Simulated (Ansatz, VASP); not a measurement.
# Cross-check of CdSe (Cadmoselite) between VASP and Ansatz, part 3 of 3

Aim: how closely do two programs agree when they are given the same cell, functional and k mesh? The cell is taken from a series of runs on this material, whose earlier steps may have relaxed, scaled, displaced or heated it; both programs get it as it stands.

VASP 6.6.1 and Ansatz 0.2.0.

So far: The structure; VASP: zone-centre phonons, PBE.

## Step 3: Ansatz: zone-centre phonons, PBE

Level of this step: Ansatz beside VASP: Kohn-Sham DFT, plane waves, PBE (Ansatz).

Ansatz runs on its PAW soft_1 files.

The same cell, functional and mesh now go to Ansatz.

input.yaml reads:

```yaml
crystal:
  lattice:
    - [4.383038053, 0.0, 0.0]
    - [-2.1915190265, 3.7958222997, 0.0]
    - [0.0, 0.0, 7.1550110671]
  atoms:
    - { symbol: Cd, position: [0.3333333333, 0.6666666667, 0.0046351237] }
    - { symbol: Cd, position: [0.6666666667, 0.3333333333, 0.5046351237] }
    - { symbol: Se, position: [0.3333333333, 0.6666666667, 0.3803648763] }
    - { symbol: Se, position: [0.6666666667, 0.3333333333, 0.8803648763] }
kpoints:
  mp_grid: { grid: [9, 9, 6] }
hamiltonian:
  xc: pbe
  pseudopotentials: { kind: paw, azcp: { folder: soft_1 } }
scf:
  occupations: { method: fixed }
output:
  eigenvalues: true
phonons:
  method: dfpt
  dielectric: true
  rigid_motions: translations
basis:
  ecutwfc: 550
```

Run with:

```bash
ansatz run input.yaml --threads 4 --pin off --max-ram 8192MiB --backend cpu --events-out ev --progress --plain --runs-dir out
```

Numbers of over 12 decimals in the logs are rounded to 6 here.

What it wrote:

```text
Engine: ansatz 0.2.0, x86_64-unknown-linux-gnu
Pseudopotentials: kind: paw
Pseudopotential: Cd, paw, valence charge 20, recommended cutoff 420 eV (normal), soft_1/Cd.paw.azcp
Pseudopotential: Se, paw, valence charge 16, recommended cutoff 420 eV (normal), soft_1/Se.paw.azcp
Functional definition: PBE
  parameter kappa = 0.804
  parameter beta = 0.066725
  exchange = pbe_x(kappa = kappa, mu = beta*pi^2/3)
  correlation = pbe_c(beta = beta)
Crystal: 4 atoms, lattice volume = 119.040 Å³
Basis set: ecut = 550 eV, 3465 PW (Γ), exchange–correlation on 72×72×120 points (8 copies of the dense FFT grid, shifted against one another)
Bands: 44, of which v1, the nominal top of the filled ones, is band 36 counted from 1 (35 counted from 0)
Symmetry: 12 space group operations
k-points: 140 of 486 (irreducible under 2 space group operations, time reversal used)
Non-local potential: Cd, projectors of the file, l = 0: 3, l = 1: 2, l = 2: 2, l = 3: 1
Non-local potential: Se, projectors of the file, l = 0: 2, l = 1: 2, l = 2: 3, l = 3: 1
PAW form: soft (Blöchl's): semilocal exchange-correlation on the pseudo side does not see the compensation charge
PAW one-centre angular grid: Cd, 590 points (default); XC on 64 Gauss nodes
PAW one-centre angular grid: Se, 590 points (default); XC on 64 Gauss nodes
Initial density: superposition of atomic densities (chi_scale 0.1, normalization cell, long waves kept (reshape's long-wave potential 0.00 eV rms))
Initial wavefunctions: pseudopotential atomic-orbital guess
Functional: x = pbe(κ = 0.804, μ = 0.219515), c = pbe(β = 0.066725)
SCF iter   1: F=—  HF=-27450.873564 eV  |F-HF|=—  |Δ(HF+E_count)|=         —  Δρ=5.00e-2  dr2=2.99e0  ethr=3.10e-3  ⟨swp⟩=4.6  Hψ=18645  notcnv=0  defer=830
preconditioner: auto → Resta (q_TF=auto, 2.509 Å⁻¹)  ε∞=3.6  [insulator: Δε(μ)=0.159 eV  Ē_g=12.659 eV  n_scr=34 (ndim 8)  ℏωp=20.4 eV  f_vac=0.184  ε∞_Penn≈3.6]
SCF iter   2: F=—  HF=-27449.855848 eV  |F-HF|=—  |Δ(HF+E_count)|=    1.02e0  Δρ=1.80e-2  dr2=2.77e-1  ethr=3.10e-3  ⟨swp⟩=3.0  Hψ=10456  notcnv=0  defer=593
SCF iter   3: F=—  HF=-27449.763775 eV  |F-HF|=—  |Δ(HF+E_count)|=   9.21e-2  Δρ=7.99e-3  dr2=5.08e-2  ethr=3.85e-4  ⟨swp⟩=3.0  Hψ=10746  notcnv=0  defer=825
SCF iter   4: F=—  HF=-27449.755241 eV  |F-HF|=—  |Δ(HF+E_count)|=   8.53e-3  Δρ=1.18e-3  dr2=3.62e-3  ethr=7.06e-5  ⟨swp⟩=2.3  Hψ=10535  notcnv=0  defer=827
SCF iter   5: F=—  HF=-27449.755855 eV  |F-HF|=—  |Δ(HF+E_count)|=   6.13e-4  Δρ=6.07e-4  dr2=5.24e-4  ethr=5.03e-6  ⟨swp⟩=2.0  Hψ=9937  notcnv=0  defer=839
SCF iter   6: F=—  HF=-27449.756244 eV  |F-HF|=—  |Δ(HF+E_count)|=   3.90e-4  Δρ=2.45e-4  dr2=1.14e-4  ethr=7.28e-7  ⟨swp⟩=2.0  Hψ=9937  notcnv=0  defer=839
SCF iter   7: F=—  HF=-27449.756473 eV  |F-HF|=—  |Δ(HF+E_count)|=   2.29e-4  Δρ=4.96e-5  dr2=3.86e-6  ethr=1.58e-7  ⟨swp⟩=2.0  Hψ=8533  notcnv=0  defer=839
SCF iter   8: F=—  HF=-27449.756442 eV  |F-HF|=—  |Δ(HF+E_count)|=   3.10e-5  Δρ=1.07e-5  dr2=1.59e-7  ethr=5.36e-9  ⟨swp⟩=2.0  Hψ=9657  notcnv=0  defer=509
SCF iter   9: F=—  HF=-27449.756443 eV  |F-HF|=—  |Δ(HF+E_count)|=   6.49e-7  Δρ=2.00e-6  dr2=7.80e-9  ethr=2.21e-10  ⟨swp⟩=2.0  Hψ=9656  notcnv=0  defer=608
SCF iter  10: F=—  HF=-27449.756443 eV  |F-HF|=—  |Δ(HF+E_count)|=   2.85e-8  Δρ=6.66e-7  dr2=5.93e-10  ethr=1.08e-11  ⟨swp⟩=2.0  Hψ=8268  notcnv=0  defer=617
SCF iter  11: F=-27449.756443 eV  HF=-27449.756443 eV  |F-HF|=4.00e-11  |Δ(HF+E_count)|=   1.05e-9  Δρ=1.10e-7  dr2=1.43e-11  ethr=1.00e-12  ⟨swp⟩=13.2  Hψ=38172  notcnv=0
SCF 1 converged in 11 iterations: F = -27449.756443 eV  dr2 = 1.43e-11
  greatest PAW one-centre occupation: 1.000 electrons in one spin orbital (limit 2), on the Cd atom at site 1 (counted from 0), in its partial waves of l = 0
NSCF: frozen V_eff on 4 k-points
DFPT response loops at Γ: preconditioner auto → none (the input reference at scf.mixing.eps_inf says where Resta's filter doesn't serve); β = 0.50; Broyden in place of MSR1
── the response to a field inside a basis, on 18×18×10 k-points: an SCF that follows is theirs, and a resumed run solves both again ──
Bands: 37, of which v1, the nominal top of the filled ones, is band 36 counted from 1 (35 counted from 0)
k-points: 450
Initial density: handed on by an earlier stage of this run
Initial wavefunctions: pseudopotential atomic-orbital guess (no wavefunctions were taken with the density)
Eigensolver: Dense (450 Hₖ)
SCF iter   1: F=—  HF=-27449.726377 eV  |F-HF|=—  |Δ(HF+E_count)|=         —  Δρ=1.04e-4  dr2=4.71e-6  ethr=1.00e-1
preconditioner: auto → Resta (q_TF=auto, 2.509 Å⁻¹)  ε∞=6.0  [insulator: Δε(μ)=0.594 eV  Ē_g=9.148 eV  n_scr=34 (ndim 8)  ℏωp=20.4 eV  f_vac=0.217  ε∞_Penn≈6.0]
SCF iter   2: F=—  HF=-27449.726382 eV  |F-HF|=—  |Δ(HF+E_count)|=   5.16e-6  Δρ=5.66e-5  dr2=1.50e-6  ethr=6.54e-9
SCF iter   3: F=—  HF=-27449.726384 eV  |F-HF|=—  |Δ(HF+E_count)|=   2.63e-6  Δρ=1.00e-5  dr2=1.51e-7  ethr=2.08e-9
SCF iter   4: F=-27449.726384 eV  HF=-27449.726384 eV  |F-HF|=4.29e-8  |Δ(HF+E_count)|=   1.09e-7  Δρ=4.36e-6  dr2=3.77e-8  ethr=2.09e-10
SCF 1 converged in 4 iterations: F = -27449.726384 eV  dr2 = 3.77e-8
DFPT response loops at Γ: mixed as the last ones told, above
WARN: field response: ε∞ stands inside a basis, on 18×18×10 points; the force constants stand on the 9×9×6 k-mesh, whose period is 8.38 times the interband length at k = (0.0000, 0.0000, 0.0000), direct gap 0.542 eV, under 14: take them and everything formed from them as unconverged, and compare with a denser kpoints.mp_grid
SCF converged after 11 iterations
Free energy (F): -27449.756443 eV
Harris-Foulkes:  -27449.756443 eV  (|F-HF|=4.00e-11)
Internal energy: -27449.756443 eV  (E = F + TS)
E sigma→0 (E₀):  -27449.756443 eV
Fermi energy:    6.521201 eV
--- Per-component energies (eV) ---
  E_band       = -1840.062939
  E_kinetic    = 1101.341154
  E_local      = -13535.789658  (includes V_loc(G=0)·N_el)
  E_nonlocal   = -468.154621
  E_hartree    = 6563.411102
  E_xc         = -482.941554
  E_vxc        = -572.322278  (∫ρ·V_xc dr)
  E_paw        = -12459.279574  (= ΣΔE_a)
  E_vpaw       = -1491.960062  (= ΣTr[D̂ρ^β])
  E_aug_tail   = 0.000050  (compensation charges beyond the density's cutoff)
  E_ewald      = -8168.343343
  E_smearing   = -0.000000  (= −TS)
  E_closure    = 0.000000  (closes the sum)
  Σ components = -27449.756443   (vs F -27449.756443, Δ=0.00e0)
--- Band table (eV; the first three rows and the last of 140) ---
  k-point 0: bands = [... 32 lower, 5.8357, 6.4777, 6.5212, 6.5212, 7.0634, 8.6687, 12.3868, 12.3868, ... 4 higher]
  k-point 1: bands = [... 32 lower, 5.8781, 5.8781, 6.4713, 6.4713, 7.7193, 8.7087, 12.4126, 12.4244, ... 4 higher]
  k-point 2: bands = [... 32 lower, 5.9964, 5.9964, 6.3383, 6.3383, 8.4307, 8.7943, 12.1104, 12.5484, ... 4 higher]
  k-point 139: bands = [... 32 lower, 4.8853, 4.8853, 5.3940, 5.3940, 10.1234, 10.1234, 11.7870, 11.7870, ... 4 higher]
--- Phonons (Γ-DFPT): 4 representative perturbations + reference, on 140 of 486 k-points (Σ response iterations 14) ---
  k mesh reduced under 2 symmetry operations, with k and −k counted as one. Each operation leaves every solved perturbation unchanged. A smaller set is not considered because the run solves the response to a homogeneous field
  ASR residual: 4.979e-5 → 0.000e0 eV/Å²; symmetrization residual: 1.920e-5 eV/Å²
  ASR residual per site (eV/Å²): 4.98e-5 4.98e-5 3.76e-5 3.76e-5
  Γ frequencies (cm⁻¹): 0.00 0.00 0.00 34.52 34.52 117.10 152.04 156.49 156.49 158.50 158.50 172.97
  ε∞ (high-frequency dielectric tensor):
        7.742514     0.000000     0.000000
        0.000000     7.742514    -0.000000
        0.000000    -0.000000     7.799670
  ε⁰ (static dielectric tensor: ions relaxed, cell fixed):
       11.388513    -0.000000     0.000000
       -0.000000    11.388513     0.000000
        0.000000     0.000000    12.061582
  ε⁰ − ε∞ (ionic part):
        3.645999    -0.000000     0.000000
       -0.000000     3.645999     0.000000
        0.000000     0.000000     4.261913
  softest optical mode at Γ: 34.52 cm⁻¹; the repairs (sum rule, projections) moved no ω² at Γ by more than (0.96 cm⁻¹)²
  Born effective charges Z* (e; rows j = field, columns β = displacement):
    site 0:
         2.23827    0.00000   -0.00000
         0.00000    2.23827   -0.00000
         0.00000    0.00000    2.35113
    site 1:
         2.23827    0.00000    0.00000
        -0.00000    2.23827    0.00000
        -0.00000   -0.00000    2.35113
    site 2:
        -2.23827   -0.00000    0.00000
        -0.00000   -2.23827    0.00000
        -0.00000    0.00000   -2.35113
    site 3:
        -2.23827   -0.00000   -0.00000
         0.00000   -2.23827   -0.00000
        -0.00000   -0.00000   -2.35113
  Z* charge neutrality: 5.168e-3 e pre-enforcement
  solved inside a basis spanned on kpoints, on 18×18×10 k-points transformed towards the longest dipole: ε∞ is read to err by 2.9e-2, Z* by 2.4e-2 e (field_mesh: kpoints solves on kpoints); Z* is corrected for what the basis lacks
  optical modes at Γ without the LO–TO term, one row a degenerate level:
      ω (cm⁻¹)  modes    IR ((D/Å)²/amu)
         34.52      2             0.0000
        117.10      1             0.0000
        152.04      1             5.4988
[...]
optical modes at Γ + LO–TO along q̂ = [1.0000, 0.0000, 0.0000]:
      ω (cm⁻¹)  modes    IR ((D/Å)²/amu)
[...]
optical modes at Γ + LO–TO along q̂ = [0.0000, 1.0000, 0.0000]:
      ω (cm⁻¹)  modes    IR ((D/Å)²/amu)
[...]
172.97      1             0.0000
        189.80      1             4.9835
  optical modes at Γ + LO–TO along q̂ = [0.0000, 0.0000, 1.0000]:
      ω (cm⁻¹)  modes    IR ((D/Å)²/amu)
         34.52      2             0.0000
        117.10      1             0.0000
        156.49      2             9.9671
        158.50      2             0.0000
        172.97      1             0.0000
        189.07      1             5.4988
```

Reading the cycles: dr2 is the Hartree energy of the density residual (eV), the measure of convergence; HF is the Harris–Foulkes estimate of the energy, which meets the free energy F at convergence.

## Step 4: Side by side

Known differences besides the potentials themselves: fixed occupations in Ansatz, narrow Gaussian smearing in VASP; VASP's response is taken on the typed mesh, Ansatz refines its own for the field response alone; the data sets hold 72 valence electrons in Ansatz (on its PAW soft_1 files) and 36 in VASP; the cutoff is 550 eV in Ansatz and 500 eV in VASP. Total energies have different zeros and are not compared.

Compared:

```tsv
quantity	Ansatz	VASP	difference
ε∞ xx	7.74	9.91	-21.90 %
ε∞ yy	7.74	9.91	-21.90 %
ε∞ zz	7.80	9.56	-18.37 %
Born charge of Cd1 (mean of the diagonal) (e)	2.28	2.32	-0.04
Born charge of Se3 (mean of the diagonal) (e)	-2.28	-2.32	+0.04
optical mode 1 to 2 (cm⁻¹)	34.5	34.3	+0.2
optical mode 3 (cm⁻¹)	117.1	117.4	-0.28 %
optical mode 4 (cm⁻¹)	152.0	154.1	-1.32 %
optical mode 5 to 6 (cm⁻¹)	156.5	158.9	-1.50 %
optical mode 7 to 8 (cm⁻¹)	158.5	160.9	-1.49 %
optical mode 9 (cm⁻¹)	173.0	174.6	-0.92 %
```

Modes are paired by rising frequency, not by their patterns, so a pair may set unlike modes beside each other; they are those without the splitting of longitudinal modes.

## Step 5: What came out

```
difference in ε∞ xx (zone-centre phonons, PBE) : -22 %
```

What this shows: The difference in ε∞ xx is -22 % (zone-centre phonons, PBE), beyond the 5 % picked in this series as the mark of a large difference. The data sets hold unlike numbers of valence electrons (72 in Ansatz and 36 in VASP), so part of the differences comes from the potentials. What causes the difference of the zone-centre phonons, PBE pair stays open here. Such differences can come from data sets, numerical settings and the points named under the comparisons, not from the functional's error against experiment.

[Lines on the potential files, build, host, timing and source positions are cut from VASP's logs without a mark.]

[Logs are printed without paths, hosts, clocks, repeated set-up lines and the standing remarks that a program may print on its own settings, such as how far it seeks lower states.]

[Hosts, paths, dates, database ids (printed as entryN), source tags and the programs' standing remarks are cut or masked in the printed files.]
